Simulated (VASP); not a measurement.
Shape and ions are relaxed at each volume.

Consider the following.

```xyz
2
Lattice="1.2345 -2.1382 0.0000 1.2345 2.1382 0.0000 0.0000 0.0000 3.9865" Properties=species:S:1:pos:R:3 pbc="T T T"
Co     1.2345     0.7127     0.9966
Co     1.2345    -0.7127     2.9898
```
Starting moments (μB, in the order of the record's atoms Co Co): 1.6 1.6.

Level of theory: PBE GGA with D3 dispersion (zero damping), VASP's PBE PAW potentials (set 64) (plane waves; VASP 6.6.1). Numerical set-up: 520 eV cut-off, 17×17×9 Γ-centred mesh, first-order Methfessel-Paxton smearing of 0.10 eV, potentials Co.

Task: Give the energy at these volumes per atom, relative to the lowest: 9.89, 10.21, 10.52, 10.84, 11.15 Å³.

Result: 30.4, 7.2, 0.0, 6.3, 23.9 meV/atom. A third-order Birch-Murnaghan fit gives B0 = 227 GPa and B0′ = 5.1.

Measured: bulk modulus 193 GPa at 0 K (computed value off by +17.6 %), as given by Vázquez-Parga, Fernández-Martínez, Viñes, J. Chem. Theory Comput. (2023), doi:10.1021/acs.jctc.3c00612, Supporting … [zero-point energy and finite temperature contributions removed].

The compound is Co in the hcp structure. It was relaxed first, which changed the volume by -5 %.
